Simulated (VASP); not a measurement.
Crystal: SiB.

```
CELL_PARAMETERS angstrom
1.61000 -4.26000 0.00000
1.61000 4.26000 0.00000
0.00000 0.00000 3.18000
ATOMIC_POSITIONS crystal
Si 0.14600 0.85400 0.75000
Si 0.85400 0.14600 0.25000
B 0.56000 0.44000 0.25000
B 0.44000 0.56000 0.75000
```

The cell was built by a generator and needn't be a form met in nature.

```yaml
Program: VASP 6.6.1
Task: relaxation of cell and atoms
Functional: PBE
Potentials_or_basis: VASP PAW PBE potentials, release 64 (Si, B)
Cutoff: 520 eV
k_mesh: 7 × 7 × 6
Occupations: gaussian, width 0.15 eV
Spin: no spin polarisation
```

At the start: pressure -10.1 GPa; volume 10.91 Å³/atom.

Q: How do energy, volume and symmetry change on relaxing?

A: Over 9 steps the energy falls by 81.6 meV/atom and the volume is 9.89 Å³/atom (-9.3 %); space group Cmcm (No. 63, to 0.05 Å).

Step by step:
| step | energy change (eV) | largest force (eV/Å) | pressure (GPa) | volume (Å³) |
| --- | --- | --- | --- | --- |
| 1 | 0.0000 | 0.5973 | -10.07 | 43.62 |
| 2 | -0.2694 | 0.5456 | 2.26 | 39.39 |
| 3 | -0.2704 | 0.5583 | 1.66 | 39.57 |
| 4 | -0.2704 | 0.5612 | 1.31 | 39.65 |
| 5 | -0.2986 | 0.3813 | 0.04 | 39.86 |
| 6 | -0.3106 | 0.1712 | -1.01 | 40.09 |
| 7 | -0.3252 | 0.1060 | -0.52 | 39.78 |
| 8 | -0.3252 | 0.1059 | -0.48 | 39.78 |
| 9 | -0.3263 | 0.0584 | 0.39 | 39.57 |

Final structure:
```xyz
4
Lattice="1.5739 -4.2254 0.0000 1.5739 4.2254 0.0000 0.0000 0.0000 2.9749" Properties=species:S:1:pos:R:3 pbc="T T T"
Si    1.5739    2.8775    2.2312
Si    1.5739   -2.8775    0.7437
B     1.5739   -0.5071    0.7437
B     1.5739    0.5071    2.2312
```
